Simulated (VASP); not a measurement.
VASP runs on ZnF2 (space group I4_1/amd) share one base input (PBE GGA, plane waves, VASP's PBE PAW potentials (set 64)) and change the settings named in each case.

**INCAR**
```
SYSTEM = ZnF2
PREC = Accurate
ENCUT = 400
EDIFF = 1E-6
NELM = 100
ALGO = Normal
LREAL = .FALSE.
LASPH = .TRUE.
ISMEAR = 0
SIGMA = 0.272
GGA = PE
LMAXMIX = 4
LWAVE = .FALSE.
LCHARG = .FALSE.
ISIF = 2
```

### KPOINTS
```
kpoints
0
G
 5 5 5
0 0 0
```

POSCAR:
```
ZnF2
1
   -1.9079050000     1.9079050000     4.7957230000
    1.9079050000    -1.9079050000     4.7957230000
    1.9079050000     1.9079050000    -4.7957230000
Zn F
2 4
Direct
  0.5000000000   0.5000000000   0.0000000000
  0.2500000000   0.7500000000   0.5000000000
  0.2919000000   0.2919000000   0.0000000000
  0.0419000000   0.5419000000   0.5000000000
  0.4581000000   0.9581000000   0.5000000000
  0.7081000000   0.7081000000   0.0000000000
```

POTCAR, in this order: Zn F (PBE.64 set). Program: vasp_std.

```tsv
change	E(σ→0) (eV/atom)	pressure (GPa)	largest force (eV/Å)
base run	-3.7475	10.29	0.580
GGA removed, POTCAR Zn F (LDA.64 set)	-4.4497	-1.81	0.309
KPOINTS 4×4×4 Γ-centred mesh	-3.7477	10.28	0.580
LDAU = .TRUE., LDAUJ = 0 0, LDAUL = 2 -1, LDAUTYPE = 2, LDAUU = 2.0 0	-3.7632	6.85	0.509
```
 Energies of different potentials or functionals have different zeros.  At 400 eV the pressure can carry a Pulay error.

Left out are runs that ran out of time, are held back, or changed the cell or the kind of run, fixed moments of cells without a moment, rows past the twelfth, gaps on odd meshes, pressures of charged cells and columns that move by less than the noise.

The structure was generated: ZnF2 was put into an ordered model structure, which need not be its known phase. The cell was not relaxed at this level, forces remain on its atoms.
